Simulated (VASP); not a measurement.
An input for Ansatz (written as the equivalent of a VASP run, and not itself run):

Ansatz 0.2 input:
```yaml
crystal:
  lattice:
    - [4.0481301, 0.0000000, 0.0000000]
    - [0.0000000, 4.0481301, 0.0000000]
    - [0.0000000, 0.0000000, 4.0481301]
  atoms:
    - { symbol: Ba, position: [0.0000000, 0.0000000, 0.0000000] }
    - { symbol: Ti, position: [0.5000000, 0.5000000, 0.5000000] }
    - { symbol: O, position: [0.5000000, 0.0000000, 0.5000000] }
    - { symbol: O, position: [0.0000000, 0.5000000, 0.5000000] }
    - { symbol: O, position: [0.5000000, 0.5000000, 0.0000000] }
kpoints:
  mp_grid: { grid: [6, 6, 6] }
hamiltonian:
  xc: r2scan
  pseudopotentials: { kind: paw }
scf:
  occupations: { method: gaussian, width: 0.05 }
  max_iter: 100
output: { forces: true, stress: true, eigenvalues: true }
```

Q: Translate this input to VASP (INCAR, KPOINTS, POSCAR, choice of POTCAR).

A: Several could match; the one computed here: 
**INCAR**
```
SYSTEM = BaTiO3
PREC = Accurate
ENCUT = 520
EDIFF = 1E-7
NELM = 100
ALGO = Normal
LREAL = .FALSE.
LASPH = .TRUE.
ISMEAR = 0
SIGMA = 0.05
METAGGA = R2SCAN
LMIXTAU = .TRUE.
LMAXMIX = 4
LWAVE = .FALSE.
LCHARG = .FALSE.
ISIF = 2
```

**POSCAR**
```
BaTiO3
1
    4.0481300951     0.0000000000     0.0000000000
    0.0000000000     4.0481300951     0.0000000000
    0.0000000000     0.0000000000     4.0481300951
Ba Ti O
1 1 3
Direct
  0.0000000000   0.0000000000   0.0000000000
  0.5000000000   0.5000000000   0.5000000000
  0.5000000000   0.0000000000   0.5000000000
  0.0000000000   0.5000000000   0.5000000000
  0.5000000000   0.5000000000   0.0000000000
```

**KPOINTS**
```
Automatic mesh
0
Gamma
6 6 6
0 0 0
```

POTCAR, in this order: Ba_sv Ti_sv O (PBE.64 set). Program: vasp_std.

The two are equivalent in intent, not identical: each code has its own PAW files, so the cut-off isn't converted (ENCUT is set for VASP's; basis.ecutwfc is left out, and Ansatz then takes the one that its files recommend); Ansatz stops its SCF on the density residual and VASP on the energy change (EDIFF).

The compound is BaTiO3 in the cubic perovskite structure, the ideal cubic form; the compound distorts at low or room temperature. This cell is one point of a volume scan, at 1.03 of the reference volume.
